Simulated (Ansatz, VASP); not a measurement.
# IrAu2 in VASP and in Ansatz

```
Ir Au
1.0
     0.00000    3.76811    3.76811
     3.76811    0.00000    3.76811
     3.76811    3.76811    0.00000
Ir Au
2 4
Direct
  0.00000 0.00000 0.00000
  0.25000 0.25000 0.25000
  0.62500 0.62500 0.62500
  0.12500 0.62500 0.62500
  0.62500 0.62500 0.12500
  0.62500 0.12500 0.62500
```

Alike in both runs: functional PBE; k mesh 4 × 4 × 4; occupations gaussian, width 0.1 eV; no spin polarisation.

Ansatz relaxed the structure, and its values are those at the end. VASP's run is a single point on that final structure, the one shown.

|  | VASP | Ansatz |
| --- | --- | --- |
| version | VASP 6.6.1 | Ansatz 0.2.0 |
| potentials or method | VASP PAW PBE potentials, release 64 (Ir, Au) | scalar-relativistic, plane waves, PAW |
| plane-wave cutoff (eV) | 520 | 420 |
| valence electrons in the cell | 62 | 110 |

|  | VASP | Ansatz | Ansatz less VASP |
| --- | --- | --- | --- |
| gap on the k mesh at the Fermi level (eV) | none | none | - |
| pressure (GPa) | -0.4 | -0.1 | +0.22 |

A gap of «none» marks a metal or a gap that the smearing closes. The functional is the same, so the differences come from potentials, cutoffs and numerics. The two sets of potentials don't hold the same shells in valence.

Caveats: the k mesh is coarse (spacing up to 0.36 Å⁻¹), so the values aren't converged. Spin-orbit coupling is left out, which matters for the levels of Au, Ir.
